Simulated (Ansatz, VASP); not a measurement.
# BeInCl3: VASP beside Ansatz, part 3 of 3

Aim: how closely do two programs agree when they are given the same cell, functional and k mesh? The cell is generated by rule, not measured, and may not be a known phase. The cell is taken from a series of runs on this material, whose earlier steps may have relaxed, scaled, displaced or heated it; both programs get it as it stands.

VASP 6.6.1 and Ansatz 0.2.0.

So far: Starting point; VASP: zone-centre phonons, PBEsol.

The structure was built from a prototype and need not be the compound's stable phase.

## Step 3: Ansatz: zone-centre phonons, PBEsol

Level of this step: Ansatz beside VASP: Kohn-Sham DFT, plane waves, PBEsol (Ansatz).

Ansatz runs on its PAW soft_1 files.

The same cell, functional and mesh now go to Ansatz, which takes its cutoff from its data sets.

Input file input.yaml:

```yaml
crystal:
  lattice:
    - [4.5855702569, 0.0, 0.0]
    - [0.0, 4.5855702569, 0.0]
    - [0.0, 0.0, 4.5855702569]
  atoms:
    - { symbol: In, position: [0.0, 0.0, 0.0] }
    - { symbol: Be, position: [0.5, 0.5, 0.5] }
    - { symbol: Cl, position: [0.5, 0.5, 0.0] }
    - { symbol: Cl, position: [0.5, 0.0, 0.5] }
    - { symbol: Cl, position: [0.0, 0.5, 0.5] }
kpoints:
  mp_grid: { grid: [8, 8, 8] }
hamiltonian:
  xc: pbesol
  pseudopotentials: { kind: paw, azcp: { folder: soft_1 }, xc_functional: pbe }
scf:
  occupations: { method: fixed }
output:
  eigenvalues: true
phonons:
  method: dfpt
  dielectric: true
  rigid_motions: translations
```

Run with:

```bash
> ansatz run input.yaml --threads 8 --pin off --max-ram 16384MiB --backend cpu --events-out ev --progress --plain --runs-dir out
```

Numbers of over 12 decimals in the logs are rounded to 6 here.

What it wrote:

```text
Engine: ansatz 0.2.0, x86_64-unknown-linux-gnu
Pseudopotentials: kind: paw
Pseudopotential: In, paw, valence charge 13, recommended cutoff 420 eV (normal), soft_1/In.paw.azcp
Pseudopotential: Be, paw, valence charge 2, recommended cutoff 420 eV (normal), soft_1/Be.paw.azcp
Pseudopotential: Cl, paw, valence charge 7, recommended cutoff 420 eV (normal), soft_1/Cl.paw.azcp
Functional definition: PBEsol
  exchange = pbesol_x
  correlation = pbesol_c
Crystal: 5 atoms, lattice volume = 96.423 Å³
Basis set: ecut = 420 eV, 1863 PW (Γ), exchange–correlation on 64×64×64 points (8 copies of the dense FFT grid, shifted against one another)
Bands: 23, of which v1, the nominal top of the filled ones, is band 18 counted from 1 (17 counted from 0)
Symmetry: 48 space group operations
k-points: 170 of 512 (irreducible under 2 space group operations, time reversal used)
Non-local potential: In, projectors of the file, l = 0: 2, l = 1: 2, l = 2: 2, l = 3: 1
Non-local potential: Be, projectors of the file, l = 0: 2, l = 1: 2, l = 2: 1
Non-local potential: Cl, projectors of the file, l = 0: 2, l = 1: 2, l = 2: 1
PAW form: soft (Blöchl's): semilocal exchange-correlation on the pseudo side does not see the compensation charge
PAW frozen core: In, regenerated for the run's functional, and the local potential with it (the file was generated under x = pbe(κ = 0.804, μ = 0.219515), c = pbe(β = 0.066725))
PAW frozen core: Be, regenerated for the run's functional, and the local potential with it (the file was generated under x = pbe(κ = 0.804, μ = 0.219515), c = pbe(β = 0.066725))
PAW frozen core: Cl, regenerated for the run's functional, and the local potential with it (the file was generated under x = pbe(κ = 0.804, μ = 0.219515), c = pbe(β = 0.066725))
PAW one-centre angular grid: In, 590 points (default); XC on 64 Gauss nodes
PAW one-centre angular grid: Be, 110 points (default); XC on 64 Gauss nodes
PAW one-centre angular grid: Cl, 110 points (default); XC on 64 Gauss nodes
Initial density: superposition of atomic densities (chi_scale 0.1, normalization cell, long waves kept (reshape's long-wave potential 0.03 eV rms))
Initial wavefunctions: pseudopotential atomic-orbital guess
Functional: x = pbesol(κ = 0.804, μ = 0.123457), c = pbesol(β = 0.046)
SCF iter   1: F=—  HF=-8804.334339 eV  |F-HF|=—  |Δ(HF+E_count)|=         —  Δρ=4.13e-2  dr2=3.24e0  ethr=3.10e-3  ⟨swp⟩=4.6  Hψ=16366  notcnv=0  defer=382
preconditioner: auto → Resta (q_TF=auto, 2.315 Å⁻¹)  ε∞=3.9  [insulator: Δε(μ)=2.403 eV  Ē_g=13.379 eV  n_scr=18 (ndim 8)  ℏωp=22.7 eV  f_vac=0.000  ε∞_Penn≈3.9]
SCF iter   2: F=—  HF=-8803.149923 eV  |F-HF|=—  |Δ(HF+E_count)|=    1.18e0  Δρ=1.56e-2  dr2=6.53e-1  ethr=3.10e-3  ⟨swp⟩=3.0  Hψ=9204  notcnv=0  defer=417
SCF iter   3: F=—  HF=-8802.867638 eV  |F-HF|=—  |Δ(HF+E_count)|=   2.82e-1  Δρ=4.57e-3  dr2=5.08e-2  ethr=1.81e-3  ⟨swp⟩=3.1  Hψ=7944  notcnv=0  defer=462
SCF iter   4: F=—  HF=-8802.843385 eV  |F-HF|=—  |Δ(HF+E_count)|=   2.43e-2  Δρ=6.69e-4  dr2=4.39e-4  ethr=1.41e-4  ⟨swp⟩=3.3  Hψ=7495  notcnv=0  defer=503
SCF iter   5: F=—  HF=-8802.843537 eV  |F-HF|=—  |Δ(HF+E_count)|=   1.52e-4  Δρ=1.39e-4  dr2=1.62e-5  ethr=1.22e-6  ⟨swp⟩=2.0  Hψ=6959  notcnv=0  defer=504
SCF iter   6: F=—  HF=-8802.843539 eV  |F-HF|=—  |Δ(HF+E_count)|=   2.15e-6  Δρ=3.14e-5  dr2=9.52e-7  ethr=4.50e-8  ⟨swp⟩=2.1  Hψ=6265  notcnv=0  defer=467
SCF iter   7: F=—  HF=-8802.843536 eV  |F-HF|=—  |Δ(HF+E_count)|=   2.94e-6  Δρ=6.32e-6  dr2=3.60e-8  ethr=2.64e-9  ⟨swp⟩=2.0  Hψ=6762  notcnv=0  defer=401
SCF iter   8: F=—  HF=-8802.843536 eV  |F-HF|=—  |Δ(HF+E_count)|=   2.40e-8  Δρ=1.14e-6  dr2=1.52e-9  ethr=1.00e-10  ⟨swp⟩=2.1  Hψ=5960  notcnv=0  defer=401
SCF iter   9: F=-8802.843536 eV  HF=-8802.843536 eV  |F-HF|=6.37e-11  |Δ(HF+E_count)|=   1.64e-9  Δρ=2.34e-7  dr2=6.03e-11  ethr=1.00e-12  ⟨swp⟩=14.3  Hψ=30576  notcnv=0
SCF 1 converged in 9 iterations: F = -8802.843536 eV  dr2 = 6.03e-11
  greatest PAW one-centre occupation: 0.984 electrons in one spin orbital (limit 2), on the In atom at site 0 (counted from 0), in its partial waves of l = 2
DFPT response loops at Γ: preconditioner auto → Resta (q_TF=auto, 2.315 Å⁻¹)  ε∞=6.0 (no band partly filled); β = 1.00, the filter's whole step (`scf.mixing.beta` (0.50) is not read by the response loops at its default; to damp them type it under 1.00, their step now; it binds the ground state too); Broyden in place of MSR1
── the response to a field inside a basis, on 8×8×8 k-points: an SCF that follows is theirs, and a resumed run solves both again ──
Bands: 19, of which v1, the nominal top of the filled ones, is band 18 counted from 1 (17 counted from 0)
k-points: 20 of 512
Initial density: handed on by an earlier stage of this run
Initial wavefunctions: pseudopotential atomic-orbital guess (no wavefunctions were taken with the density)
Eigensolver: Dense (20 Hₖ)
SCF iter   1: F=—  HF=-8802.833990 eV  |F-HF|=—  |Δ(HF+E_count)|=         —  Δρ=1.18e-4  dr2=2.37e-6  ethr=1.00e-1
preconditioner: auto → Resta (q_TF=auto, 2.315 Å⁻¹)  ε∞=5.1  [insulator: Δε(μ)=2.023 eV  Ē_g=11.267 eV  n_scr=18 (ndim 8)  ℏωp=22.7 eV  f_vac=0.000  ε∞_Penn≈5.1]
SCF iter   2: F=—  HF=-8802.833992 eV  |F-HF|=—  |Δ(HF+E_count)|=   2.20e-6  Δρ=6.17e-5  dr2=6.86e-7  ethr=6.58e-9
SCF iter   3: F=-8802.833993 eV  HF=-8802.833993 eV  |F-HF|=1.64e-8  |Δ(HF+E_count)|=   1.05e-6  Δρ=8.35e-6  dr2=1.78e-8  ethr=1.90e-9
SCF 1 converged in 3 iterations: F = -8802.833993 eV  dr2 = 1.78e-8
DFPT response loops at Γ: preconditioner auto → none (the input reference at scf.mixing.eps_inf says where Resta's filter doesn't serve); β = 0.50; Broyden in place of MSR1
SCF converged after 9 iterations
Free energy (F): -8802.843536 eV
Harris-Foulkes:  -8802.843536 eV  (|F-HF|=6.37e-11)
Internal energy: -8802.843536 eV  (E = F + TS)
E sigma→0 (E₀):  -8802.843536 eV
Fermi energy:    6.109761 eV
--- Per-component energies (eV) ---
  E_band       = -63.806063
  E_kinetic    = 690.633997
  E_local      = -1663.437641  (includes V_loc(G=0)·N_el)
  E_nonlocal   = 426.546002
  E_hartree    = 609.723445
  E_xc         = -482.526351
  E_vxc        = -459.950007  (∫ρ·V_xc dr)
  E_paw        = -6112.304246  (= ΣΔE_a)
  E_vpaw       = -277.045722  (= ΣTr[D̂ρ^β])
  E_aug_tail   = 0.000440  (compensation charges beyond the density's cutoff)
  E_ewald      = -2271.959913
  E_core_change = 0.480731  (= ΣΔE_core)
  E_smearing   = -0.000000  (= −TS)
  E_closure    = 0.000000  (closes the sum)
  Σ components = -8802.843536   (vs F -8802.843536, Δ=0.00e0)
--- Band table (eV; the first three rows and the last of 170) ---
  k-point 0: bands = [... 14 lower, 3.8311, 4.0832, 4.0832, 4.0832, 7.7988, 12.6135, 12.6135, 12.6259, ... 1 higher]
  k-point 1: bands = [... 14 lower, 3.7797, 4.0457, 4.0457, 4.3765, 8.0911, 11.5942, 12.1507, 12.1507, ... 1 higher]
  k-point 2: bands = [... 14 lower, 3.6606, 4.0575, 4.0575, 4.9801, 8.8317, 10.4507, 11.6444, 11.6444, ... 1 higher]
  k-point 169: bands = [... 14 lower, 3.9738, 4.9701, 4.9701, 4.9701, 10.1346, 10.1346, 10.1346, 12.3886, ... 1 higher]
--- Phonons (Γ-DFPT): 4 representative perturbations + reference, on 170 of 512 k-points (Σ response iterations 12) ---
  k mesh reduced under 2 symmetry operations, with k and −k counted as one. Each operation leaves every solved perturbation unchanged. A smaller set is not considered because the run solves the response to a homogeneous field
  ASR residual: 1.589e-4 → 0.000e0 eV/Å²; symmetrization residual: 2.962e-6 eV/Å²
  ASR residual per site (eV/Å²): 5.69e-6 1.59e-4 1.12e-5 1.12e-5 1.12e-5
  Γ frequencies (cm⁻¹): -289.11 -289.11 -289.11 0.00 0.00 0.00 62.47 62.47 62.47 146.48 146.48 146.48 221.18 221.18 221.18
  ε∞ (high-frequency dielectric tensor):
        5.728969     0.000000     0.000000
        0.000000     5.728969     0.000000
        0.000000     0.000000     5.728969
  softest optical mode at Γ: -289.11 cm⁻¹; the repairs (sum rule, projections) moved no ω² at Γ by more than (2.48 cm⁻¹)²
  Born effective charges Z* (e; rows j = field, columns β = displacement):
    site 0:
         2.40619   -0.00000   -0.00000
        -0.00000    2.40619    0.00000
        -0.00000    0.00000    2.40619
    site 1:
         2.81818    0.00000   -0.00000
         0.00000    2.81818    0.00000
         0.00000    0.00000    2.81818
    site 2:
        -1.38446    0.00000   -0.00000
        -0.00000   -1.38446    0.00000
         0.00000    0.00000   -2.45545
    site 3:
        -1.38446    0.00000   -0.00000
         0.00000   -2.45545    0.00000
         0.00000   -0.00000   -1.38446
    site 4:
        -2.45545   -0.00000    0.00000
        -0.00000   -1.38446    0.00000
         0.00000    0.00000   -1.38446
  Z* charge neutrality: 2.763e-3 e pre-enforcement
  solved inside a basis spanned on kpoints, on 8×8×8 k-points, its susceptibility summed on 12×12×12: ε∞ is read to err by 1.6e-2, Z* by 1.5e-2 e (field_mesh: kpoints solves on kpoints); Z* is corrected for what the basis lacks
  optical modes at Γ without the LO–TO term, one row a degenerate level:
      ω (cm⁻¹)  modes    IR ((D/Å)²/amu)
       -289.11      3            77.7745
         62.47      3             5.6926
        146.48      3             0.0000
        221.18      3             0.2734
  optical modes at Γ + LO–TO along q̂ = [1.0000, 0.0000, 0.0000]:
      ω (cm⁻¹)  modes    IR ((D/Å)²/amu)
       -289.11      2            51.8497
       -116.03      1             5.7889
[...]
optical modes at Γ + LO–TO along q̂ = [0.0000, 1.0000, 0.0000]:
      ω (cm⁻¹)  modes    IR ((D/Å)²/amu)
[...]
228.28      1             5.9955
  optical modes at Γ + LO–TO along q̂ = [0.0000, 0.0000, 1.0000]:
      ω (cm⁻¹)  modes    IR ((D/Å)²/amu)
       -289.11      2            51.8497
       -116.03      1             5.7889
         62.47      2             3.7951
        146.48      3             0.0000
        195.88      1            16.1292
        221.18      2             0.1823
        228.28      1             5.9955
```

The column dr2 measures how far the density is from self-consistency, as an energy; F and HF (Harris–Foulkes) agree once it is small.

## Step 4: Side by side

Known differences besides the potentials themselves: fixed occupations in Ansatz, narrow Gaussian smearing in VASP; VASP's response is taken on the typed mesh, Ansatz refines its own for the field response alone; the cutoff is 420 eV in Ansatz and 600 eV in VASP; Ansatz makes its cores anew for this functional, VASP keeps those of its PBE data sets. Total energies have different zeros and are not compared.

Compared:

```csv
quantity,Ansatz,VASP,difference
ε∞ xx,5.73,5.72,+0.15 %
ε∞ yy,5.73,5.72,+0.15 %
ε∞ zz,5.73,5.72,+0.15 %
Born charge of In1 (mean of the diagonal) (e),2.41,2.41,0.00
Born charge of Be2 (mean of the diagonal) (e),2.82,2.82,0.00
Born charge of Cl3 (mean of the diagonal) (e),-1.74,-1.74,0.00
"optical mode 1 to 3 (imaginary, printed as negative) (cm⁻¹)",-289.1,-284.6,-4.5
optical mode 4 to 6 (cm⁻¹),62.5,62.2,+0.44 %
optical mode 7 to 9 (cm⁻¹),146.5,146.4,+0.05 %
optical mode 10 to 12 (cm⁻¹),221.2,221.2,+0.00 %
```

Modes are paired by rising frequency, not by their patterns, so a pair may set unlike modes beside each other; they are those without the splitting of longitudinal modes.

## Step 5: Results

```yaml
r_m_s_difference_of_the_optical_zone_centre_modes_each_program_s_sorted_by_frequency_zone_centre_phonons_pbesol: 2.2 cm⁻¹
```

The r.m.s. difference of the optical zone-centre modes, each program's sorted by frequency is 2.2 cm⁻¹ (zone-centre phonons, PBEsol). How closely two codes agree says nothing of how well the functional describes the real material.

[Lines on the potential files, build, host, timing and source positions are cut from VASP's logs without a mark.]

[Logs are printed without paths, hosts, clocks, repeated set-up lines and the standing remarks that a program may print on its own settings, such as how far it seeks lower states.]

[Hosts, paths, dates, database ids (printed as entryN), source tags and the programs' standing remarks are cut or masked in the printed files.]
